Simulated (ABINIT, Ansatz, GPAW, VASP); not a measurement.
One structure in several programs: Sc (P6_3/mmc, 2 atoms in the cell)

Self-consistent single point.

```yaml
crystal:
  lattice:
    - [1.65500, -2.86654, 0.00000]
    - [1.65500, 2.86654, 0.00000]
    - [0.00000, 0.00000, 5.27000]
  atoms:
    - { symbol: Sc, position: [0.33333, 0.66667, 0.25000] }
    - { symbol: Sc, position: [0.66667, 0.33333, 0.75000] }
```

All programs got the same cell, k-point mesh and kind of occupations (in Ansatz's words: kpoints.mp_grid.grid = 11 11 6; scf.occupations.method = fermi_dirac; scf.occupations.width = 0.1 eV); potentials, basis and cutoffs are each program's usual ones.

```json
[
 {"code": "GPAW", "model": "PBE, GPAW PAW datasets PBE (gpaw-data 1.0.1)", "pressure (GPa)": "-0.63", "cutoff": "850 eV"},
 {"code": "ABINIT", "model": "PBE, norm-conserving pseudopotentials (PseudoDojo nc-sr-05 PBE standard)", "pressure (GPa)": "-0.56", "cutoff": "39 Ha"},
 {"code": "VASP", "model": "PBE, VASP's PBE PAW potentials (set 64)", "pressure (GPa)": "-0.98", "cutoff": "300 eV"},
 {"code": "Ansatz", "model": "PBE, default PAW files", "pressure (GPa)": "-0.57", "cutoff": "default"}
]
```

The spread over the programs that give each value: pressure within 0.42 GPa.

The starting cell has typed, rounded lattice constants, without a prior relaxation at this level.

### Question
Why do the programs differ, and what cannot be compared?

### Answer
Differences of this kind can come from the potentials, where these differ, and from what each basis and cutoff leave unconverged. The zero of total energies and Fermi levels follows the potentials and each program's conventions, so they are not compared here. Ansatz's pressure is given at a fixed set of plane waves, as the other plane-wave codes print theirs.

VASP's run is marked for a possible Pulay error in its stress at this cutoff; no cutoff test was made.

Left out of this page: Quantum ESPRESSO, CP2K, Elk, FLEUR and SIESTA (not drawn, or without a comparable value).

Ansatz is a quantum-chemistry and plane-wave program.

Keys are those of Ansatz 0.2.
